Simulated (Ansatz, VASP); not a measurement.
# PtS2 in two plane-wave programs

Wanted: the spread between two codes on one cell, functional and k mesh. The cell is taken from a series of runs on this material, whose earlier steps may have relaxed, scaled, displaced or heated it; both programs get it as it stands.

Program: Ansatz 0.2.0. Level of theory: plane waves, with VASP 6.6.1 beside it; zone-centre phonons at LDA. Results are calculated unless marked as measured.

## 1. The starting structure

The structure is trigonal, space group P-3m1 (No. 164). The conventional cell has a = 3.559 Å, b = 3.559 Å, c = 4.548 Å, α = 90.00°, β = 90.00°, γ = 120.00°. Nearest to Pt lie 6 S at 2.37 Å. Nearest to S lie 3 Pt at 2.37 Å. Farther neighbours and most contacts between anions are not listed.

## 2. Ansatz: zone-centre phonons, LDA

Ansatz runs on norm-conserving files, of PseudoDojo where its log says so.

Second derivatives magnify differences that forces hide, and they need a tight electronic threshold.

File input.yaml:

```yaml
crystal:
  lattice:
    - [3.5589874333, 0.0, 0.0]
    - [-1.7794937167, 3.082173529, 0.0]
    - [0.0, 0.0, 4.5477212303]
  atoms:
    - { symbol: Pt, position: [0.0, 0.0, 0.0] }
    - { symbol: S, position: [0.3333333333, 0.6666666667, 0.2610419306] }
    - { symbol: S, position: [0.6666666667, 0.3333333333, 0.7389580694] }
kpoints:
  mp_grid: { grid: [12, 12, 8] }
hamiltonian:
  xc: lda
  pseudopotentials: { kind: nc, accuracy: standard }
scf:
  occupations: { method: gaussian, width: 0.04082 }
output:
  eigenvalues: true
basis:
  ecutwfc: 1142.878
phonons:
  method: dfpt
```

Started as:

```bash
ansatz run input.yaml --threads 8 --pin off --max-ram 16384MiB --backend cpu --events-out ev --progress --plain --runs-dir out
```

The log of the run:

```text
Warning: basis.ecutwfc = 1142.878 eV is below the records' recommended 1142.878222 eV, and the density's cutoff is lower with it unless basis.ecutrho_ratio is high enough to keep the records' density cutoff: compare with a run at a higher cutoff
Engine: ansatz 0.2.0, aarch64-unknown-linux-gnu
Pseudopotentials: kind: nc
Pseudopotential: Pt, nc, valence charge 18, recommended cutoff 1142.878222 eV (normal), Pt.nc.azcp (PseudoDojo's, or run here from an input of PseudoDojo's; its table is named by hamiltonian.pseudopotentials.accuracy)
Pseudopotential: S, nc, valence charge 6, recommended cutoff 734.707429 eV (normal), S.nc.azcp (PseudoDojo's, or run here from an input of PseudoDojo's; its table is named by hamiltonian.pseudopotentials.accuracy)
Functional definition: SPW92
  exchange = slater_x
  correlation = pw_c
Crystal: 3 atoms, lattice volume = 49.886 Å³
Basis set: ecut = 1142.878 eV, 4333 PW (Γ), exchange–correlation on 80×80×108 points (8 copies of the dense FFT grid, shifted against one another)
Bands: 19, of which v1, the nominal top of the filled ones, is band 15 counted from 1 (14 counted from 0)
Symmetry: 12 space group operations
k-points: 320 of 1152 (irreducible under 2 space group operations, time reversal used)
Non-local potential: Pt, projectors of the file, l = 0: 2, l = 1: 2, l = 2: 2, l = 3: 2
Non-local potential: S, projectors of the file, l = 0: 2, l = 1: 2, l = 2: 2
Initial density: superposition of atomic densities (chi_scale 0.1, normalization cell, long waves kept (reshape's long-wave potential 0.01 eV rms))
Initial wavefunctions: pseudopotential atomic-orbital guess
Functional: x = slater, c = lda
SCF iter   1: F=—  HF=-4159.908441 eV  |F-HF|=—  |Δ(HF+E_count)|=         —  Δρ=8.49e-2  dr2=2.55e0  ethr=3.10e-3  ⟨swp⟩=6.5  Hψ=34129  notcnv=0
preconditioner: auto → Resta (q_TF=auto, 2.507 Å⁻¹)  ε∞=7.4  [insulator: Δε(μ)=0.511 eV  Ē_g=9.767 eV  σ=0.041 eV  W_gap=1.00  n_scr=20 (ndim 8)  ℏωp=24.7 eV  f_vac=0.000  D(μ)=0.00/eV (n_scr^D=0)  ε∞_Penn≈7.4]
SCF iter   2: F=—  HF=-4159.397108 eV  |F-HF|=—  |Δ(HF+E_count)|=   5.11e-1  Δρ=2.93e-2  dr2=1.90e-1  ethr=3.10e-3  ⟨swp⟩=3.3  Hψ=14227  notcnv=0
SCF iter   3: F=—  HF=-4159.362064 eV  |F-HF|=—  |Δ(HF+E_count)|=   3.50e-2  Δρ=1.62e-2  dr2=4.57e-2  ethr=6.32e-4  ⟨swp⟩=2.2  Hψ=10658  notcnv=0  defer=1
SCF iter   4: F=—  HF=-4159.351144 eV  |F-HF|=—  |Δ(HF+E_count)|=   1.09e-2  Δρ=4.60e-3  dr2=3.65e-3  ethr=1.52e-4  ⟨swp⟩=2.3  Hψ=8672  notcnv=0  defer=1
SCF iter   5: F=—  HF=-4159.350408 eV  |F-HF|=—  |Δ(HF+E_count)|=   7.36e-4  Δρ=5.91e-4  dr2=1.04e-4  ethr=1.22e-5  ⟨swp⟩=2.1  Hψ=9332  notcnv=0  defer=1
SCF iter   6: F=—  HF=-4159.350408 eV  |F-HF|=—  |Δ(HF+E_count)|=   2.81e-8  Δρ=1.06e-4  dr2=6.56e-6  ethr=3.47e-7  ⟨swp⟩=2.5  Hψ=10631  notcnv=0  defer=1
SCF iter   7: F=—  HF=-4159.350411 eV  |F-HF|=—  |Δ(HF+E_count)|=   3.50e-6  Δρ=3.04e-5  dr2=5.74e-7  ethr=2.19e-8  ⟨swp⟩=2.3  Hψ=9109  notcnv=0  defer=1
SCF iter   8: F=—  HF=-4159.350533 eV  |F-HF|=—  |Δ(HF+E_count)|=   1.21e-4  Δρ=4.71e-6  dr2=1.66e-8  ethr=1.91e-9  ⟨swp⟩=2.0  Hψ=8917  notcnv=0  defer=1
SCF iter   9: F=—  HF=-4159.350533 eV  |F-HF|=—  |Δ(HF+E_count)|=   5.04e-9  Δρ=1.23e-6  dr2=4.99e-10  ethr=5.52e-11  ⟨swp⟩=2.0  Hψ=10866  notcnv=0  defer=1
SCF iter  10: F=-4159.350533 eV  HF=-4159.350533 eV  |F-HF|=0.00e0  |Δ(HF+E_count)|=  1.02e-10  Δρ=1.05e-7  dr2=4.95e-12  ethr=1.00e-12  ⟨swp⟩=5.6  Hψ=35242  notcnv=0
SCF 1 converged in 10 iterations: F = -4159.350533 eV  dr2 = 4.95e-12
DFPT response loops at Γ: preconditioner auto → Kerker (q_TF=auto, 2.507 Å⁻¹) (partly filled bands, converged f_vac=0.000); β = 1.00, the filter's whole step (`scf.mixing.beta` (0.50) is not read by the response loops under this deck's `scf.mixing.preconditioner`; to damp them name `kerker` or `kerker_dos`, under which they read `scf.mixing.beta`, and type it under 1.00, their step now; both keys bind the ground state too); Broyden in place of MSR1
SCF converged after 10 iterations
Free energy (F): -4159.350533 eV
Harris-Foulkes:  -4159.350533 eV  (|F-HF|=0.00e0)
Internal energy: -4159.350446 eV  (E = F + TS)
E sigma→0 (E₀):  -4159.350489 eV
Entropy (-TS):   -0.000087 eV (-0.029 meV/atom)
Fermi energy:    13.005257 eV
--- Per-component energies (eV) ---
  E_band       = -275.919511
  E_kinetic    = 1224.216513
  E_local      = -3217.625043  (includes V_loc(G=0)·N_el)
  E_nonlocal   = 297.309303
  E_hartree    = 1025.571561
  E_xc         = -816.908265
  E_vxc        = -630.963408  (∫ρ·V_xc dr)
  E_ewald      = -2671.914514
  E_smearing   = -0.000087  (= −TS)
  E_closure    = 0.000000  (closes the sum)
  Σ components = -4159.350533   (vs F -4159.350533, Δ=0.00e0)
--- Band table (eV; the first three rows and the last of 320) ---
  k-point 0: bands = [... 11 lower, 10.4807, 11.3628, 11.3628, 13.1712, 14.0995, 14.0995, 16.2274, 18.0256]
  k-point 1: bands = [... 11 lower, 10.4391, 11.2589, 11.2589, 12.8534, 14.2784, 14.2784, 16.4240, 18.3524]
  k-point 2: bands = [... 11 lower, 10.2707, 11.0333, 11.0333, 12.1919, 14.7110, 14.7110, 16.9839, 19.0488]
  k-point 319: bands = [... 11 lower, 9.2967, 9.6156, 10.0808, 10.7145, 14.5391, 14.8446, 19.1309, 19.2933]
--- Phonons (Γ-DFPT): 4 representative perturbations + reference, on 320 of 1152 k-points (Σ response iterations 12) ---
  k mesh reduced under 2 symmetry operations, with k and −k counted as one. Each operation leaves every solved perturbation unchanged. A smaller set is not used because it would not reduce the number of displacements times k-points to solve
  ASR residual: 2.236e-4 → 0.000e0 eV/Å²; symmetrization residual: 1.265e-5 eV/Å²
  ASR residual per site (eV/Å²): 2.24e-4 1.27e-5 1.27e-5
  Γ frequencies (cm⁻¹): 0.00 0.00 0.00 299.36 299.36 311.46 311.46 324.93 336.63
  non-analytic LO–TO correction: not included (Born effective charges unavailable; polar crystals: no LO–TO splitting at Γ)
```

In the SCF lines HF is the Harris–Foulkes energy and dr2 the Hartree energy of the density residual, in eV; the loop may stop once dr2 is under the threshold and the program's other checks hold. Hψ counts applications of the Hamiltonian.

## 3. VASP: zone-centre phonons, LDA

The same cell, functional (in two slightly different forms), mesh and smearing now go to VASP, with its own data sets.

Lines of VASP's logs that name or quote its potential files are left out, and so is its time.

File INCAR:

```
SYSTEM = PtS2
PREC = Accurate
ENCUT = 500
EDIFF = 1E-08
NELM = 120
ISMEAR = 0
SIGMA = 0.04082
LREAL = .FALSE.
ALGO = Normal
GGA = CA
NBANDS = 17
LASPH = .TRUE.
LORBIT = 11
LWAVE = .FALSE.
LCHARG = .FALSE.
ISIF = 2
IBRION = 8
GGA_COMPAT = .FALSE.
KPAR = 2
```

File POSCAR:

```
PtS2
1.0
    3.5589874333      0.0000000000      0.0000000000
   -1.7794937167      3.0821735290      0.0000000000
    0.0000000000      0.0000000000      4.5477212303
Pt S
1 2
Direct
    0.0000000000      0.0000000000      0.0000000000
    0.3333333333      0.6666666667      0.2610419306
    0.6666666667      0.3333333333      0.7389580694
```

File KPOINTS:

```
Automatic mesh
0
Gamma
12 12 8
0 0 0
```

PAW data sets: Pt and S (LDA family, release 64).

Started as:

```bash
mpirun -np 2 vasp_std
```

The log of the run:

```text
[banner, memory and clock lines left out]
running    2 mpi-ranks, on    1 nodes
 distrk:  each k-point on    1 cores,    2 groups
 distr:  one band on    1 cores,    1 groups

 POSCAR found type information on POSCAR PtS
 POSCAR found :  2 types and       3 ions
 LDA part: xc-table for (Slater(with rela. corr.)+CA(PZ))
 , standard interpolation
 POSCAR, INCAR and KPOINTS ok, starting setup
 FFT: planning ... GRIDC
 FFT: planning ... GRID_SOFT
 FFT: planning ... GRID
 WAVECAR not read
 entering main loop
       N       E                     dE             d eps       ncg     rms          rms(c)
DAV:   1     0.105124788999E+03    0.10512E+03   -0.10325E+04  4550   0.113E+03
DAV:   2    -0.148619945453E+02   -0.11999E+03   -0.11658E+03  5598   0.226E+02
DAV:   3    -0.194795425742E+02   -0.46175E+01   -0.45774E+01  5631   0.460E+01
DAV:   4    -0.195224179768E+02   -0.42875E-01   -0.42856E-01  5884   0.491E+00
DAV:   5    -0.195230152135E+02   -0.59724E-03   -0.59719E-03  5913   0.556E-01    0.191E+01
DAV:   6    -0.184919518836E+02    0.10311E+01   -0.66134E+00  4538   0.247E+01    0.126E+01
DAV:   7    -0.182519149056E+02    0.24004E+00   -0.12538E+00  4558   0.115E+01    0.589E+00
DAV:   8    -0.182180411061E+02    0.33874E-01   -0.72105E-02  5053   0.205E+00    0.119E+00
DAV:   9    -0.182142011348E+02    0.38400E-02   -0.87598E-03  5371   0.922E-01    0.229E-01
DAV:  10    -0.182142093421E+02   -0.82073E-05   -0.12595E-03  5354   0.239E-01    0.955E-02
DAV:  11    -0.182142127376E+02   -0.33955E-05   -0.40431E-05  5970   0.552E-02    0.413E-02
DAV:  12    -0.182142123281E+02    0.40952E-06   -0.55987E-06  5271   0.229E-02    0.678E-03
DAV:  13    -0.182142120454E+02    0.28263E-06   -0.72339E-07  5337   0.557E-03    0.268E-03
DAV:  14    -0.182142120477E+02   -0.23001E-08   -0.16128E-07  5179   0.233E-03    0.171E-03
DAV:  15    -0.182142120419E+02    0.58724E-08   -0.14745E-08  2895   0.969E-04
   1 F= -.18214212E+02 E0= -.18214169E+02  d E =-.863897E-04
 Linear response reoptimize wavefunctions to high precision
DAV:   1    -0.182142120421E+02   -0.20805E-09   -0.45807E-09  4936   0.401E-04
DAV:   2    -0.182142120421E+02   -0.28649E-10   -0.13886E-10  2463   0.844E-05
 Linear response DOF=           4
 Linear response progress:
  Degree of freedom:   1/  4
       N       E                     dE             d eps       ncg     rms          rms(c)
RMM:   1    -0.255268913324E+00   -0.25527E+00   -0.25769E-01 18896   0.337E+00
RMM:   2    -0.245389785949E+00    0.98791E-02   -0.79803E-03 16387   0.553E-01    0.230E-01
RMM:   3    -0.245117240890E+00    0.27255E-03   -0.49589E-04 18160   0.134E-01    0.139E-01
RMM:   4    -0.245620152072E+00   -0.50291E-03   -0.65445E-04 18741   0.138E-01    0.263E-02
RMM:   5    -0.245697470016E+00   -0.77318E-04   -0.49847E-05 18291   0.438E-02    0.102E-02
RMM:   6    -0.245747946615E+00   -0.50477E-04   -0.11426E-06 19244   0.752E-03    0.138E-03
RMM:   7    -0.245728787733E+00    0.19159E-04   -0.29306E-07 19457   0.251E-03    0.971E-04
RMM:   8    -0.245724766494E+00    0.40212E-05   -0.40757E-07 19059   0.139E-03    0.310E-04
RMM:   9    -0.245720460257E+00    0.43062E-05   -0.18308E-07 19395   0.818E-04    0.168E-04
RMM:  10    -0.245720952264E+00   -0.49201E-06   -0.14976E-07 19104   0.345E-04    0.442E-05
RMM:  11    -0.245721366646E+00   -0.41438E-06   -0.88370E-08 19841   0.966E-05    0.279E-05
RMM:  12    -0.245721396442E+00   -0.29796E-07   -0.18875E-08 19509   0.877E-05    0.199E-06
RMM:  13    -0.245721411171E+00   -0.14729E-07   -0.20454E-08 20953   0.503E-05    0.172E-06
RMM:  14    -0.245721401035E+00    0.10137E-07   -0.52616E-09 18606   0.379E-05    0.119E-06
RMM:  15    -0.245721398366E+00    0.26687E-08   -0.43552E-09 18968   0.372E-05    0.133E-07
 first order change of Fermi-energy   0.62212E-04
 force on displaced ion       1 direction 1 : -17.226   0.000   0.000
 Linear response progress:
  Degree of freedom:   2/  4
       N       E                     dE             d eps       ncg     rms          rms(c)
RMM:   1    -0.272936091930E+00   -0.27294E+00   -0.27347E-01  7864   0.340E+00
RMM:   2    -0.261205128483E+00    0.11731E-01   -0.86544E-03  6778   0.599E-01    0.261E-01
RMM:   3    -0.260668509196E+00    0.53662E-03   -0.97097E-04  7418   0.174E-01    0.143E-01
RMM:   4    -0.260914964730E+00   -0.24646E-03   -0.59919E-04  7569   0.128E-01    0.493E-02
RMM:   5    -0.261079921114E+00   -0.16496E-03   -0.15127E-05  7733   0.254E-02    0.212E-02
RMM:   6    -0.261161294573E+00   -0.81373E-04   -0.90319E-06  7236   0.161E-02    0.264E-03
RMM:   7    -0.261145413257E+00    0.15881E-04   -0.20274E-07  7756   0.307E-03    0.179E-03
RMM:   8    -0.261128245999E+00    0.17167E-04   -0.39014E-08  7850   0.879E-04    0.251E-04
RMM:   9    -0.261129081388E+00   -0.83539E-06   -0.17613E-08  7914   0.206E-04    0.919E-05
RMM:  10    -0.261129041286E+00    0.40102E-07   -0.11102E-09  8135   0.766E-05    0.349E-05
RMM:  11    -0.261128667494E+00    0.37379E-06   -0.37761E-08  8033   0.575E-05    0.621E-06
RMM:  12    -0.261128686136E+00   -0.18642E-07   -0.30800E-09  8383   0.408E-05    0.275E-06
RMM:  13    -0.261128694521E+00   -0.83845E-08   -0.12503E-08  7504   0.368E-05    0.625E-07
 first order change of Fermi-energy  -0.48397E-03
 force on displaced ion       1 direction 3 :  -0.000   0.000 -18.766
 Linear response progress:
  Degree of freedom:   3/  4
       N       E                     dE             d eps       ncg     rms          rms(c)
RMM:   1    -0.100522891050E+00   -0.10052E+00    0.17117E-02 47792   0.206E+00
RMM:   2    -0.978170255070E-01    0.27059E-02   -0.21517E-03 30961   0.307E-01    0.158E-01
RMM:   3    -0.978437084208E-01   -0.26683E-04   -0.64232E-05 33139   0.525E-02    0.869E-02
RMM:   4    -0.979841538828E-01   -0.14045E-03   -0.33518E-05 33804   0.342E-02    0.925E-03
RMM:   5    -0.979670766187E-01    0.17077E-04   -0.12895E-06 34460   0.657E-03    0.304E-03
RMM:   6    -0.979576785792E-01    0.93980E-05   -0.23528E-07 34853   0.197E-03    0.105E-03
RMM:   7    -0.979610078004E-01   -0.33292E-05    0.44818E-08 34995   0.817E-04    0.130E-04
RMM:   8    -0.979602021750E-01    0.80563E-06    0.43640E-07 35114   0.189E-04    0.572E-05
RMM:   9    -0.979599706441E-01    0.23153E-06   -0.11939E-07 35691   0.712E-05    0.150E-05
RMM:  10    -0.979600062129E-01   -0.35569E-07   -0.72429E-08 36050   0.483E-05    0.394E-06
RMM:  11    -0.979600344454E-01   -0.28232E-07   -0.15767E-08 36332   0.393E-05    0.215E-06
RMM:  12    -0.979600471958E-01   -0.12750E-07    0.39720E-09 34294   0.370E-05    0.598E-07
RMM:  13    -0.979600466883E-01    0.50756E-09    0.33055E-09 25954   0.355E-05    0.282E-07
 first order change of Fermi-energy  -0.57975E-05
 force on displaced ion       2 direction 1 :  -9.595  -0.001   0.000
 Linear response progress:
  Degree of freedom:   4/  4
       N       E                     dE             d eps       ncg     rms          rms(c)
RMM:   1    -0.116851618657E+00   -0.11685E+00    0.19694E-03 10514   0.202E+00
RMM:   2    -0.112878375069E+00    0.39732E-02   -0.23999E-03  6962   0.316E-01    0.228E-01
RMM:   3    -0.112672445948E+00    0.20593E-03   -0.25890E-04  7485   0.883E-02    0.142E-01
RMM:   4    -0.112609848563E+00    0.62597E-04   -0.65681E-05  7500   0.524E-02    0.644E-02
RMM:   5    -0.112631017542E+00   -0.21169E-04   -0.21018E-05  7544   0.264E-02    0.110E-02
RMM:   6    -0.112646356962E+00   -0.15339E-04    0.18171E-07  7694   0.482E-03    0.316E-03
RMM:   7    -0.112650372824E+00   -0.40159E-05   -0.35246E-07  7648   0.172E-03    0.918E-04
RMM:   8    -0.112649694729E+00    0.67809E-06   -0.35704E-08  7846   0.464E-04    0.370E-04
RMM:   9    -0.112648814321E+00    0.88041E-06   -0.41886E-08  7827   0.258E-04    0.800E-05
RMM:  10    -0.112648927574E+00   -0.11325E-06   -0.35573E-08  8151   0.779E-05    0.216E-05
RMM:  11    -0.112648979095E+00   -0.51521E-07    0.52725E-08  8024   0.598E-05    0.386E-06
RMM:  12    -0.112648963761E+00    0.15334E-07    0.59652E-08  8114   0.510E-05    0.187E-06
RMM:  13    -0.112648962090E+00    0.16710E-08    0.29847E-08  6993   0.489E-05    0.376E-07
 first order change of Fermi-energy  -0.89759E+00
 force on displaced ion       2 direction 3 :  -0.000   0.000 -11.356
 Linear response finished
```

(Continued in part 2 of 2.)

[Lines on the potential files, build, host, timing and source positions are cut from VASP's logs without a mark.]

[Logs are printed without paths, hosts, clocks, repeated set-up lines and the standing remarks that a program may print on its own settings, such as how far it seeks lower states.]

[Hosts, paths, dates, database ids (printed as entryN), source tags and the programs' standing remarks are cut or masked in the printed files.]
